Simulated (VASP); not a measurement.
**Tm (relaxed from the beta-Sn structure, space group I4_1/amd): computed properties**

Computed with PBEsol GGA, VASP's PBE PAW potentials (set 64) (plane waves; VASP).

```
Property                                                                                               Result
----------------------------------  -------------------------------------------------------------------------
space group                                                                                    I4_1/amd (141)
cell                                a = 5.985 Å, b = 5.985 Å, c = 3.252 Å, α = 90.00°, β = 90.00°, γ = 90.00°
volume per atom                                                                                29.13 Å^3/atom
band gap (over mesh and band path)                                   none (metal, semimetal or under 0.01 eV)
density                                                                                            9.63 g/cm³
```

Space group I4₁/amd, origin choice 1 (No. 141); a = 5.9852 Å, b = 5.9852 Å, c = 3.2523 Å, α = 90.00°, β = 90.00°, γ = 90.00°

```
atom  site  symmetry       x       y       z
----  ----  --------  ------  ------  ------
Tm      4a      -4m2  0.0000  0.0000  0.0000
```
(The calculation used a cell of 2 atoms; values per cell refer to that cell.)

The 4f electrons are frozen in the core of the lanthanide potential, so 4f levels, which can set the real gap, and their magnetism are missing.

The structure was generated: Tm was put into the beta-Sn type (I4_1/amd), which need not be its known phase. It was relaxed first, which changed the volume by -8 %. Symmetry was kept, so distortions that lower it aren't found.
